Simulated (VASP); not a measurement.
These are PBE GGA with D4 dispersion, VASP's PBE PAW potentials (set 64) (plane waves; VASP) values and carry that method's errors.

Input for VASP

File POSCAR:
```
KCl
1.0
  0.0000000000   3.1450000000   3.1450000000
  3.1450000000   0.0000000000   3.1450000000
  3.1450000000   3.1450000000   0.0000000000
K Cl
1 1
Cart
  0.0000000000   0.0000000000   0.0000000000
  3.1450000000   3.1450000000   3.1450000000
```

INCAR:
```
SYSTEM=KCl
PREC=Accurate; ENCUT=520; LREAL=.FALSE.
LASPH=.TRUE.
EDIFF=1E-6; NELM=100; ALGO=Normal
ISMEAR=0; SIGMA=0.05
GGA=PE; IVDW=13
IBRION=2; NSW=60; ISIF=3
EDIFFG=-0.01
LWAVE=.FALSE.; LCHARG=.FALSE.
```

**KPOINTS**
```
Automatic
0
G
  7 7 7
```

POTCAR, in this order: K_sv Cl (PBE.64 set). Program: vasp_std.

Predict the energy per atom (σ→0), dispersion energy, volume per atom, band gap (on the k-mesh).

| Property | Value |
|---|---|
| energy per atom (σ→0) | -3.507 eV/atom |
| dispersion energy | -0.209 eV |
| band gap (on the k-mesh) | 5.16 eV |
| volume per atom | 31.40 Å³/atom |

**OSZICAR**
```
...
       N       E                     dE             d eps       ncg     rms          rms(c)
DAV:   1    -0.680743860192E+01   -0.22967E-02   -0.30633E-02   568   0.176E+00    0.247E-01
DAV:   2    -0.680630986692E+01    0.11287E-02   -0.27904E-03   604   0.482E-01    0.909E-02
DAV:   3    -0.680606333693E+01    0.24653E-03   -0.73188E-04   812   0.231E-01    0.680E-02
DAV:   4    -0.680606059430E+01    0.27426E-05   -0.38947E-05   932   0.366E-02    0.327E-02
DAV:   5    -0.680605859412E+01    0.20002E-05   -0.22059E-05   852   0.256E-02    0.550E-03
DAV:   6    -0.680605828553E+01    0.30859E-06   -0.62671E-07   408   0.874E-03
   3 F= -.70149445E+01 E0= -.70149445E+01  d E =-.440634E-03
```

The compound is KCl in the rock salt structure. This run relaxes it. Symmetry was kept, so distortions that lower it aren't found.
